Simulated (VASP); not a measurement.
Computed with MS2 meta-GGA, VASP's PBE PAW potentials (set 64) (plane waves; VASP 6.6.1).

The input files of a VASP run:

### POSCAR
```
Fe
1
   -1.3944773226     1.3944773226     1.3944773226
    1.3944773226    -1.3944773226     1.3944773226
    1.3944773226     1.3944773226    -1.3944773226
Fe
1
Direct
  0.0000000000   0.0000000000   0.0000000000
```

File KPOINTS:
```
Automatic mesh
0
Gamma
18 18 18
0 0 0
```

INCAR:
```
! general
SYSTEM  = Fe
PREC    = Accurate
ENCUT   = 520
LREAL   = .False.
LASPH   = .True.

! electronic loop
EDIFF   = 1E-7
NELM    = 100
ALGO    = Normal
LMAXMIX = 4
LMIXTAU = .True.

! smearing
ISMEAR  = 1
SIGMA   = 0.1

! functional
METAGGA = MS2

! spin
ISPIN   = 2
MAGMOM  = 2.0

! ions
ISIF    = 2

! output
LWAVE   = .False.
LCHARG  = .False.
LORBIT  = 10
```

POTCAR, in this order: Fe (PBE.64 set). Program: vasp_std.

The resulting files:

OSZICAR:
```
       N       E                     dE             d eps       ncg     rms          rms(c)
DAV:   1     0.116140062125E+02    0.11614E+02   -0.45067E+03  7260   0.119E+03
DAV:   2    -0.159475247684E+02   -0.27562E+02   -0.25793E+02  7113   0.140E+02
DAV:   3    -0.163643773941E+02   -0.41685E+00   -0.41616E+00  7917   0.248E+01
DAV:   4    -0.163667406234E+02   -0.23632E-02   -0.23630E-02  7564   0.167E+00
DAV:   5    -0.163667677809E+02   -0.27157E-04   -0.27156E-04  7601   0.167E-01    0.214E+01
DAV:   6    -0.122036266460E+02    0.41631E+01   -0.53108E+01  7434   0.137E+02    0.994E+00
DAV:   7    -0.116199094028E+02    0.58372E+00   -0.36257E+00  7980   0.318E+01    0.531E+00
DAV:   8    -0.116097815003E+02    0.10128E-01   -0.79877E-02  8335   0.403E+00    0.129E+00
DAV:   9    -0.116050885316E+02    0.46930E-02   -0.10316E-02  7462   0.174E+00    0.109E+00
DAV:  10    -0.116030015763E+02    0.20870E-02   -0.10965E-02  8159   0.122E+00    0.560E-01
DAV:  11    -0.116018176049E+02    0.11840E-02   -0.16353E-03  8801   0.539E-01    0.231E-01
DAV:  12    -0.116020055613E+02   -0.18796E-03   -0.13407E-03  9304   0.508E-01    0.496E-02
DAV:  13    -0.116020315192E+02   -0.25958E-04   -0.18398E-04  7516   0.257E-01    0.374E-02
DAV:  14    -0.116020366068E+02   -0.50876E-05   -0.57646E-05  7386   0.124E-01    0.207E-02
DAV:  15    -0.116020327982E+02    0.38086E-05   -0.42577E-06  7684   0.268E-02    0.460E-03
DAV:  16    -0.116020339965E+02   -0.11983E-05   -0.41302E-06  7560   0.348E-02    0.197E-03
DAV:  17    -0.116020345393E+02   -0.54286E-06   -0.24218E-07  4439   0.808E-03    0.105E-03
DAV:  18    -0.116020346468E+02   -0.10744E-06   -0.48333E-08  3541   0.271E-03    0.604E-04
DAV:  19    -0.116020347957E+02   -0.14897E-06   -0.25907E-08  3531   0.262E-03    0.127E-04
DAV:  20    -0.116020348490E+02   -0.53212E-07   -0.17612E-09  3530   0.611E-04
   1 F= -.11602035E+02 E0= -.11602138E+02  d E =0.308667E-03  mag=     2.0360
```

**OUTCAR**
```
------------------------ aborting loop because EDIFF is reached ----------------------------------------
  FORCE on cell =-STRESS in cart. coord.  units (eV):
  Direction    XX          YY          ZZ          XY          YZ          ZX
  --------------------------------------------------------------------------------------
  Total        0.0116684      0.0116684      0.0116684     -0.0000000     -0.0000000     -0.0000000
  in kB        1.7235654      1.7235654      1.7235654     -0.0000000     -0.0000000     -0.0000000
  external PRESSURE =       1.7235654 kB  Pullay stress =       0.0000000 kB
  volume of cell :       10.85
      direct lattice vectors                 reciprocal lattice vectors
    -1.394477323  1.394477323  1.394477323     0.000000000  0.358557283  0.358557283
     1.394477323 -1.394477323  1.394477323     0.358557283  0.000000000  0.358557283
     1.394477323  1.394477323 -1.394477323     0.358557283  0.358557283  0.000000000
 POSITION                                       TOTAL-FORCE (eV/Angst)
 -----------------------------------------------------------------------------------
      0.00000      0.00000      0.00000         0.000000      0.000000     -0.000000
 -----------------------------------------------------------------------------------
    total drift:                                0.000000      0.000000      0.000000
  FREE ENERGIE OF THE ION-ELECTRON SYSTEM (eV)
  ---------------------------------------------------
  free  energy   TOTEN  =       -11.6020348490 eV

  energy  without entropy=      -11.6023435161  energy(sigma->0) =      -11.60213774

 total charge

# of ion       s       p       d       tot
------------------------------------------
    1        0.525   0.621   6.237   7.384

 magnetization (x)

# of ion       s       p       d       tot
------------------------------------------
    1       -0.002  -0.061   2.097   2.034
```
(Selected blocks of OUTCAR.)

The compound is Fe in the bcc structure. It was relaxed first, which changed the volume by -8 %.
